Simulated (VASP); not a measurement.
Data:

```
Ti
1.0
    1.44811    -2.50820     0.00000
    1.44811     2.50820     0.00000
    0.00000     0.00000     4.59187
Ti
2
Direct
  0.33333   0.66667   0.25000
  0.66667   0.33333   0.75000
```

Calculation: PBEsol GGA, VASP's PBE PAW potentials (set 64) (plane waves; VASP). Settings: 500 eV cut-off, 14×14×8 Γ-centred mesh, first-order Methfessel-Paxton smearing of 0.10 eV, potentials Ti_sv.

Energy and stress use the plane-wave basis of the starting cell.

### Question
The ions, cell shape and volume at an external pressure of 5.0 GPa are relaxed. Give the cell that the relaxation ends in.

### Answer

```
Ti
1.0
    1.42989    -2.47664     0.00000
    1.42989     2.47664     0.00000
    0.00000     0.00000     4.53164
Ti
2
Direct
  0.33333   0.66667   0.25000
  0.66667   0.33333   0.75000
```
Space group P6_3/mmc (194), at a tolerance of 0.03 Å.

### Question
How do energy and volume change from the first to the last step?

### Answer
The energy (σ→0) changes by +9.5 meV/atom and the volume by -3.8 %, in 3 ionic steps.

The compound is Ti in the hcp structure. This run relaxes it under an external pressure of 5 GPa. Symmetry was kept, so distortions that lower it aren't found.
